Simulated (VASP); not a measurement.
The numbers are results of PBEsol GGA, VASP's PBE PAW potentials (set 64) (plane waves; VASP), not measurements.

VASP ran on this input.

**INCAR**
```
SYSTEM=LiCl
PREC=Accurate; ENCUT=600; LREAL=F
LASPH=T
EDIFF=1E-7; NELM=100; ALGO=Normal
ISMEAR=0; SIGMA=0.05
GGA=PS
IBRION=2; NSW=40; ISIF=3
EDIFFG=-0.01; PSTRESS=150
LWAVE=F; LCHARG=F
```

File KPOINTS:
```
K-points
0
Gamma
 8 8 8
0 0 0
```

### POSCAR
```
LiCl
1.0
  0.0000000000   2.3310935556   2.3310935556
  2.3310935556   0.0000000000   2.3310935556
  2.3310935556   2.3310935556   0.0000000000
Li Cl
1 1
Cartesian
  0.0000000000   0.0000000000   0.0000000000
  2.3310935556   2.3310935556   2.3310935556
```

POTCAR, in this order: Li_sv Cl (PBE.64 set). Program: vasp_std.

The resulting files:

**OSZICAR**
```
       N       E                     dE             d eps       ncg     rms          rms(c)
DAV:   1     0.435629840103E+02    0.43563E+02   -0.49723E+03   522   0.118E+03
DAV:   2    -0.606745481017E+01   -0.49630E+02   -0.47891E+02   734   0.178E+02
DAV:   3    -0.737966318064E+01   -0.13122E+01   -0.13114E+01   620   0.337E+01
DAV:   4    -0.741893800621E+01   -0.39275E-01   -0.39233E-01   839   0.509E+00
DAV:   5    -0.741908648677E+01   -0.14848E-03   -0.14847E-03   680   0.360E-01    0.308E+00
DAV:   6    -0.737218933622E+01    0.46897E-01   -0.89533E-02   585   0.183E+00    0.207E+00
DAV:   7    -0.736887930723E+01    0.33100E-02   -0.42777E-02   740   0.139E+00    0.850E-01
DAV:   8    -0.736990844878E+01   -0.10291E-02   -0.53106E-03   647   0.590E-01    0.984E-02
DAV:   9    -0.736990150401E+01    0.69448E-05   -0.14633E-04   733   0.986E-02    0.311E-02
DAV:  10    -0.736990939759E+01   -0.78936E-05   -0.22012E-05   650   0.462E-02    0.135E-02
DAV:  11    -0.736990983559E+01   -0.43799E-06   -0.33461E-06   692   0.164E-02    0.821E-03
DAV:  12    -0.736990988325E+01   -0.47656E-07   -0.49020E-07   566   0.623E-03
   1 F= -.49980459E+01 E0= -.49980459E+01  d E =-.499805E+01
```

### OUTCAR
```
------------------------ aborting loop because EDIFF is reached ----------------------------------------
  FORCE on cell =-STRESS in cart. coord.  units (eV):
  Direction    XX          YY          ZZ          XY          YZ          ZX
  --------------------------------------------------------------------------------------
  Total        2.3564080      2.3564080      2.3564080     -0.0000000     -0.0000000      0.0000000
  in kB      149.0225399    149.0225399    149.0225399     -0.0000000     -0.0000000      0.0000000
  external PRESSURE =      -0.9774601 kB  Pullay stress =     150.0000000 kB
  volume of cell :       25.33
      direct lattice vectors                 reciprocal lattice vectors
     0.000000000  2.331093556  2.331093556    -0.214491606  0.214491606  0.214491606
     2.331093556  0.000000000  2.331093556     0.214491606 -0.214491606  0.214491606
     2.331093556  2.331093556  0.000000000     0.214491606  0.214491606 -0.214491606
  FREE ENERGIE OF THE ION-ELECTRON SYSTEM (eV)
  ---------------------------------------------------
  free  energy   TOTEN  =        -7.3699098832 eV

  energy  without entropy=       -7.3699098832  energy(sigma->0) =       -7.36990988
  enthalpy is  TOTEN    =        -4.9980458826 eV   P V=        2.3718640007

 reached required accuracy - stopping structural energy minimisation
```
(Selected blocks of OUTCAR.)

**OUTCAR**
```
 val. band max:        3.1186464660   @ k =   0.0000   0.0000   0.0000

 cond. band min:       9.9108181892   @ k =   0.5000   0.0000   0.0000


 Fermi energy:         3.3984281777

 k-point     1 :       0.0000    0.0000    0.0000
  band No.  band energies     occupation
      1     -39.4588      2.00000
      2     -11.5635      2.00000
      3       3.1186      2.00000
      4       3.1186      2.00000
      5       3.1186      2.00000
      6      11.2855      0.00000
      7      15.0319      0.00000
      8      15.0319      0.00000
      9      15.0319      0.00000

 k-point     2 :       0.1250    0.0000    0.0000
  band No.  band energies     occupation
      1     -39.4568      2.00000
      2     -11.4325      2.00000
      3       2.3397      2.00000
      4       3.0484      2.00000
      5       3.0484      2.00000
      6      11.6506      0.00000
      7      14.4393      0.00000
      8      15.1056      0.00000
      9      15.1056      0.00000

 k-point     3 :       0.2500    0.0000    0.0000
  band No.  band energies     occupation
      1     -39.4522      2.00000
      2     -11.0868      2.00000
      3       0.7658      2.00000
      4       2.8925      2.00000
      5       2.8925      2.00000
      6      11.0946      0.00000
      7      13.9092      0.00000
      8      13.9092      0.00000
      9      15.5087      0.00000

 k-point     4 :       0.3750    0.0000    0.0000
  band No.  band energies     occupation
      1     -39.4475      2.00000
      2     -10.6875      2.00000
      3      -0.6019      2.00000
      4       2.7535      2.00000
      5       2.7535      2.00000
      6      10.2324      0.00000
      7      12.8229      0.00000
      8      12.8229      0.00000
      9      17.7675      0.00000

 k-point     5 :       0.5000    0.0000    0.0000
  band No.  band energies     occupation
      1     -39.4455      2.00000
      2     -10.5009      2.00000
      3      -1.1417      2.00000
...
```

The compound is LiCl in the rock salt structure. It was relaxed first under an external pressure of 15 GPa.
